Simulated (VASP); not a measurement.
Consider the following.

```
CELL_PARAMETERS angstrom
      3.99074     0.00000     0.00000
      0.00000     3.99074     0.00000
      0.00000     0.00000     4.10588
ATOMIC_POSITIONS crystal
  Ba 0.00000 0.00000 0.00345
  Ti 0.50000 0.50000 0.52153
  O  0.50000 0.50000 0.96923
  O  0.00000 0.50000 0.48490
  O  0.50000 0.00000 0.48490
```

The numbers are results of r2SCAN meta-GGA, VASP's PBE PAW potentials (set 64) (plane waves; VASP), not measurements. Run with 520 eV cut-off, 6×6×6 Γ-centred mesh, tetrahedra with Blöchl corrections, potentials Ba_sv Ti_sv O.

The cores are frozen, which limits the accuracy of field gradients.

### Question
Give the principal components of the electric field gradient (V/Å²) and the asymmetry η at each nucleus.

### Answer

```
atom    Vxx    Vyy   Vzz     η
----  -----  -----  ----  ----
Ba1     3.8    3.8  -7.5  0.00
Ti2    -7.4   -7.4  14.7  0.00
O3    -10.3  -10.3  20.6  0.00
O4    -18.1  -12.2  30.4  0.19
O5    -18.1  -12.2  30.4  0.19
```

The compound is BaTiO3 in the tetragonal perovskite structure. It was relaxed first.
